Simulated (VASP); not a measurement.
Here is the system:

```
CdF2
1.0
    0.00000     2.72655     2.72655
    2.72655     0.00000     2.72655
    2.72655     2.72655     0.00000
Cd F
1 2
Direct
  0.00000   0.00000   0.00000
  0.25000   0.25000   0.25000
  0.75000   0.75000   0.75000
```

Calculation: PBE GGA with D3 dispersion (Becke-Johnson damping), VASP's PBE PAW potentials (set 64) (plane waves; VASP). Settings: 520 eV cut-off, 8×8×8 Γ-centred mesh, tetrahedra with Blöchl corrections, potentials Cd F.

### Question
Tabulate the total density of states (states/eV per cell) against energy (eV; zero at the valence-band maximum or, without a gap, the Fermi level).

### Answer

```
E (eV) | DOS (states/eV)
    -9.97 |  0.00
    -9.73 |  0.00
    -9.37 |  0.00
    -9.13 |  0.00
    -8.89 |  0.00
    -8.53 |  0.00
    -8.29 |  0.00
    -8.05 |  0.00
    -7.81 |  0.00
    -7.45 |  0.00
    -7.21 |  0.00
    -6.97 |  0.00
    -6.61 |  0.00
    -6.37 |  0.00
    -6.13 |  0.00
    -5.77 |  0.00
    -5.53 |  0.20
    -5.29 | ####### 4.31
    -5.05 | ################# 10.5
    -4.69 | ########### 6.89
    -4.45 | ############################## 18.7
    -4.21 |  0.28
    -3.85 |  0.00
    -3.61 |  0.00
    -3.37 |  0.29
    -3.01 | #### 2.22
    -2.77 | ## 1.51
    -2.53 | ### 2.12
    -2.17 | ###### 3.46
    -1.93 | ####### 4.26
    -1.69 | ####### 4.27
    -1.45 | ##### 3.34
    -1.09 | #### 2.43
    -0.85 | ## 1.54
    -0.61 | ### 1.92
    -0.25 | ########## 6.04
    -0.01 | # 0.60
     0.23 |  0.00
     0.59 |  0.00
     0.83 |  0.00
     1.07 |  0.00
     1.43 |  0.00
     1.67 |  0.00
     1.91 |  0.00
     2.15 |  0.00
     2.51 |  0.00
     2.75 |  0.00
     2.99 |  0.00
     3.35 |  0.03
     3.59 |  0.07
     3.83 |  0.08
     4.19 |  0.12
     4.43 |  0.14
     4.67 |  0.17
     4.91 |  0.20
     5.27 |  0.25
     5.51 |  0.29
     5.75 | # 0.35
     6.11 | # 0.44
     6.35 | # 0.51
```
Within 2 eV below the valence-band maximum the largest weight inside VASP's projection spheres is F p.

The compound is CdF2 in the fluorite structure. It was relaxed first.
